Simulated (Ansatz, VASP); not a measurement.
## GaN in two plane-wave programs

Wanted: the spread between two codes on one cell, functional and k mesh. The cell is taken from a series of runs on this material, whose earlier steps may have relaxed, scaled, displaced or heated it; both programs get it as it stands.

Method: plane waves, with VASP 6.6.1 beside it; zone-centre phonons at PBE, in Ansatz 0.2.0.

### Step 1. Starting point

The structure is cubic, space group F-43m (No. 216). The conventional cell has a = 4.456 Å, b = 4.456 Å, c = 4.456 Å, α = 90.00°, β = 90.00°, γ = 90.00°. Nearest to N lie 4 Ga at 1.93 Å. Ga has 4 N at 1.93 Å nearest. Farther neighbours and most contacts between anions are not listed.

### Step 2. Ansatz: zone-centre phonons, PBE, pair 1

Ansatz runs on its PAW soft_1 files.

Second derivatives magnify differences that forces hide, and they need a tight electronic threshold.

File input.yaml:

```yaml
crystal:
  lattice:
    - [0.0, 2.2279844705, 2.2279844705]
    - [2.2279844705, 0.0, 2.2279844705]
    - [2.2279844705, 2.2279844705, 0.0]
  atoms:
    - { symbol: "N", position: [0.25, 0.25, 0.25] }
    - { symbol: Ga, position: [0.0, 0.0, 0.0] }
kpoints:
  mp_grid: { grid: [16, 16, 16] }
hamiltonian:
  xc: pbe
  pseudopotentials: { kind: paw, azcp: { folder: soft_1 } }
scf:
  occupations: { method: fixed }
output:
  eigenvalues: true
phonons:
  method: dfpt
  dielectric: true
  rigid_motions: translations
```

Run with:

```bash
ansatz run input.yaml --threads 4 --pin off --max-ram 10240MiB --backend cpu --events-out ev --progress --plain --runs-dir out
```

Numbers of over 12 decimals in the logs are rounded to 6 here.

Log:

```text
Engine: ansatz 0.2.0, aarch64-unknown-linux-gnu
Pseudopotentials: kind: paw
Pseudopotential: N, paw, valence charge 5, recommended cutoff 420 eV (normal), soft_1/N.paw.azcp
Pseudopotential: Ga, paw, valence charge 13, recommended cutoff 420 eV (normal), soft_1/Ga.paw.azcp
Functional definition: PBE
  parameter kappa = 0.804
  parameter beta = 0.066725
  exchange = pbe_x(kappa = kappa, mu = beta*pi^2/3)
  correlation = pbe_c(beta = beta)
Crystal: 2 atoms, lattice volume = 22.119 Å³
Basis set: ecut = 420 eV, 411 PW (Γ), exchange–correlation on 48×48×48 points (8 copies of the dense FFT grid, shifted against one another)
Bands: 13, of which v1, the nominal top of the filled ones, is band 9 counted from 1 (8 counted from 0)
Symmetry: 24 space group operations
k-points: 621 of 4096 (irreducible under 4 space group operations, time reversal used)
Non-local potential: N, projectors of the file, l = 0: 2, l = 1: 2, l = 2: 1
Non-local potential: Ga, projectors of the file, l = 0: 2, l = 1: 2, l = 2: 3, l = 3: 1
PAW form: soft (Blöchl's): semilocal exchange-correlation on the pseudo side does not see the compensation charge
PAW one-centre angular grid: N, 110 points (default); XC on 64 Gauss nodes
PAW one-centre angular grid: Ga, 590 points (default); XC on 64 Gauss nodes
Initial density: superposition of atomic densities (chi_scale 0.1, normalization cell, long waves kept (reshape's long-wave potential 0.00 eV rms))
Initial wavefunctions: pseudopotential atomic-orbital guess
Functional: x = pbe(κ = 0.804, μ = 0.219515), c = pbe(β = 0.066725)
SCF iter   1: F=—  HF=-4168.589095 eV  |F-HF|=—  |Δ(HF+E_count)|=         —  Δρ=1.17e-1  dr2=2.66e0  ethr=3.10e-3  ⟨swp⟩=4.0  Hψ=35550  notcnv=0  defer=912
preconditioner: auto → none  [insulator: Δε(μ)=2.813 eV  Ē_g=19.365 eV  n_scr=8 (ndim 8)  ℏωp=33.5 eV  f_vac=0.000  ε∞_Penn≈4.0]
SCF iter   2: F=—  HF=-4167.985808 eV  |F-HF|=—  |Δ(HF+E_count)|=   6.03e-1  Δρ=6.23e-2  dr2=5.19e-1  ethr=3.10e-3  ⟨swp⟩=2.2  Hψ=21010  notcnv=0  defer=149
SCF iter   3: F=—  HF=-4167.865771 eV  |F-HF|=—  |Δ(HF+E_count)|=   1.20e-1  Δρ=2.07e-2  dr2=4.47e-2  ethr=2.89e-3  ⟨swp⟩=2.0  Hψ=11462  notcnv=0  defer=1240
SCF iter   4: F=—  HF=-4167.864946 eV  |F-HF|=—  |Δ(HF+E_count)|=   8.26e-4  Δρ=7.88e-3  dr2=6.15e-3  ethr=2.49e-4  ⟨swp⟩=2.0  Hψ=15906  notcnv=0  defer=1240
SCF iter   5: F=—  HF=-4167.862215 eV  |F-HF|=—  |Δ(HF+E_count)|=   2.73e-3  Δρ=7.20e-4  dr2=4.90e-5  ethr=3.42e-5  ⟨swp⟩=2.0  Hψ=14686  notcnv=0  defer=1240
SCF iter   6: F=—  HF=-4167.862255 eV  |F-HF|=—  |Δ(HF+E_count)|=   3.97e-5  Δρ=2.03e-4  dr2=4.72e-6  ethr=2.72e-7  ⟨swp⟩=2.0  Hψ=14037  notcnv=0  defer=1132
SCF iter   7: F=—  HF=-4167.862255 eV  |F-HF|=—  |Δ(HF+E_count)|=   1.32e-7  Δρ=1.47e-5  dr2=1.91e-8  ethr=2.62e-8  ⟨swp⟩=2.0  Hψ=9831  notcnv=0
SCF iter   8: F=—  HF=-4167.862255 eV  |F-HF|=—  |Δ(HF+E_count)|=   1.71e-8  Δρ=1.11e-6  dr2=2.36e-10  ethr=1.06e-10  ⟨swp⟩=2.0  Hψ=13620  notcnv=0
SCF iter   9: F=-4167.862255 eV  HF=-4167.862255 eV  |F-HF|=9.09e-13  |Δ(HF+E_count)|=  4.37e-11  Δρ=6.42e-8  dr2=9.06e-13  ethr=1.00e-12  ⟨swp⟩=5.1  Hψ=33386  notcnv=0
SCF 1 converged in 9 iterations: F = -4167.862255 eV  dr2 = 9.06e-13
  greatest PAW one-centre occupation: 0.995 electrons in one spin orbital (limit 2), on the Ga atom at site 1 (counted from 0), in its partial waves of l = 2
DFPT response loops at Γ: preconditioner auto → none (the input reference at scf.mixing.eps_inf says where Resta's filter doesn't serve); β = 0.50; Broyden in place of MSR1
── the response to a field inside a basis, on 16×16×16 k-points: an SCF that follows is theirs, and a resumed run solves both again ──
Bands: 10, of which v1, the nominal top of the filled ones, is band 9 counted from 1 (8 counted from 0)
k-points: 408 of 4096 (irreducible under 6 space group operations, time reversal used)
Initial density: handed on by an earlier stage of this run
Initial wavefunctions: pseudopotential atomic-orbital guess (no wavefunctions were taken with the density)
Eigensolver: Dense (408 Hₖ)
SCF iter   1: F=—  HF=-4167.863602 eV  |F-HF|=—  |Δ(HF+E_count)|=         —  Δρ=4.48e-4  dr2=1.19e-5  ethr=1.00e-1
preconditioner: auto → none  [insulator: Δε(μ)=2.069 eV  Ē_g=15.449 eV  n_scr=8 (ndim 8)  ℏωp=33.5 eV  f_vac=0.001  ε∞_Penn≈5.7]
SCF iter   2: F=—  HF=-4167.863604 eV  |F-HF|=—  |Δ(HF+E_count)|=   2.45e-6  Δρ=2.98e-4  dr2=7.05e-6  ethr=6.60e-8
SCF iter   3: F=—  HF=-4167.863608 eV  |F-HF|=—  |Δ(HF+E_count)|=   3.37e-6  Δρ=9.83e-5  dr2=2.05e-6  ethr=3.91e-8
SCF iter   4: F=-4167.863606 eV  HF=-4167.863606 eV  |F-HF|=2.80e-8  |Δ(HF+E_count)|=   1.40e-6  Δρ=1.88e-5  dr2=5.26e-8  ethr=1.14e-8
SCF 1 converged in 4 iterations: F = -4167.863606 eV  dr2 = 5.26e-8
DFPT response loops at Γ: mixed as the last ones told, above
SCF converged after 9 iterations
Free energy (F): -4167.862255 eV
Harris-Foulkes:  -4167.862255 eV  (|F-HF|=9.09e-13)
Internal energy: -4167.862255 eV  (E = F + TS)
E sigma→0 (E₀):  -4167.862255 eV
Fermi energy:    10.166898 eV
--- Per-component energies (eV) ---
  E_band       = 2.582451
  E_kinetic    = 242.284827
  E_local      = -1387.472760  (includes V_loc(G=0)·N_el)
  E_nonlocal   = -54.636045
  E_hartree    = 885.058455
  E_xc         = -122.852809
  E_vxc        = -131.650491  (∫ρ·V_xc dr)
  E_paw        = -2124.629459  (= ΣΔE_a)
  E_vpaw       = -436.060658  (= ΣTr[D̂ρ^β])
  E_aug_tail   = 0.000691  (compensation charges beyond the density's cutoff)
  E_ewald      = -1605.615156
  E_smearing   = -0.000000  (= −TS)
  E_closure    = 0.000000  (closes the sum)
  Σ components = -4167.862255   (vs F -4167.862255, Δ=0.00e0)
--- Band table (eV; the first three rows and the last of 621) ---
  k-point 0: bands = [... 5 lower, -3.0024, 10.1669, 10.1669, 10.1669, 12.1039, 20.7016, 20.7016, 20.7016]
  k-point 1: bands = [... 5 lower, -3.0031, 9.6596, 10.1219, 10.1219, 12.5115, 20.4815, 20.7732, 20.7732]
  k-point 2: bands = [... 5 lower, -3.0043, 8.6436, 9.9976, 9.9976, 13.2296, 19.9877, 20.9479, 20.9479]
  k-point 620: bands = [... 5 lower, -0.9959, 4.3429, 6.3247, 6.3599, 16.4549, 18.9025, 20.7044, 21.4208]
--- Phonons (Γ-DFPT): 2 representative perturbations + reference, on 621 of 4096 k-points (Σ response iterations 6) ---
  k mesh reduced under 4 symmetry operations, with k and −k counted as one. Each operation leaves every solved perturbation unchanged. A smaller set is not considered because the run solves the response to a homogeneous field
  ASR residual: 2.962e-5 → 0.000e0 eV/Å²; symmetrization residual: 1.055e-6 eV/Å²
  ASR residual per site (eV/Å²): 2.96e-5 2.28e-5
  Γ frequencies (cm⁻¹): 0.00 0.00 0.00 565.30 565.30 565.30
  ε∞ (high-frequency dielectric tensor):
        5.761618    -0.000000    -0.000000
       -0.000000     5.761618     0.000000
       -0.000000     0.000000     5.761618
  ε⁰ (static dielectric tensor: ions relaxed, cell fixed):
        9.962512    -0.000000     0.000000
       -0.000000     9.962512     0.000000
        0.000000     0.000000     9.962512
  ε⁰ − ε∞ (ionic part):
        4.200894     0.000000     0.000000
        0.000000     4.200894     0.000000
        0.000000     0.000000     4.200894
  softest optical mode at Γ: 565.30 cm⁻¹; the repairs (sum rule, projections) moved no ω² at Γ by more than (0.84 cm⁻¹)²
  Born effective charges Z* (e; rows j = field, columns β = displacement):
    site 0:
        -2.65305    0.00000   -0.00000
        -0.00000   -2.65305   -0.00000
        -0.00000   -0.00000   -2.65305
    site 1:
         2.65305   -0.00000    0.00000
         0.00000    2.65305    0.00000
         0.00000    0.00000    2.65305
  Z* charge neutrality: 9.642e-6 e pre-enforcement
  solved inside a basis spanned on kpoints, on 16×16×16 k-points, its susceptibility summed on 20×20×20: ε∞ is read to err by 1.5e-2, Z* by 1.3e-2 e (field_mesh: kpoints solves on kpoints); Z* is corrected for what the basis lacks
  optical modes at Γ without the LO–TO term, one row a degenerate level:
      ω (cm⁻¹)  modes    IR ((D/Å)²/amu)
        565.30      3            41.7672
  optical modes at Γ + LO–TO along q̂ = [1.0000, 0.0000, 0.0000]:
      ω (cm⁻¹)  modes    IR ((D/Å)²/amu)
        565.30      2            27.8448
        743.35      1            13.9224
  optical modes at Γ + LO–TO along q̂ = [0.0000, 1.0000, 0.0000]:
      ω (cm⁻¹)  modes    IR ((D/Å)²/amu)
        565.30      2            27.8448
        743.35      1            13.9224
  optical modes at Γ + LO–TO along q̂ = [0.0000, 0.0000, 1.0000]:
      ω (cm⁻¹)  modes    IR ((D/Å)²/amu)
        565.30      2            27.8448
        743.35      1            13.9224
```

(Part 1 of 3 ends here.)

[Lines on the potential files, build, host, timing and source positions are cut from VASP's logs without a mark.]

[Logs are printed without paths, hosts, clocks, repeated set-up lines and the standing remarks that a program may print on its own settings, such as how far it seeks lower states.]

[Hosts, paths, dates, database ids (printed as entryN), source tags and the programs' standing remarks are cut or masked in the printed files.]
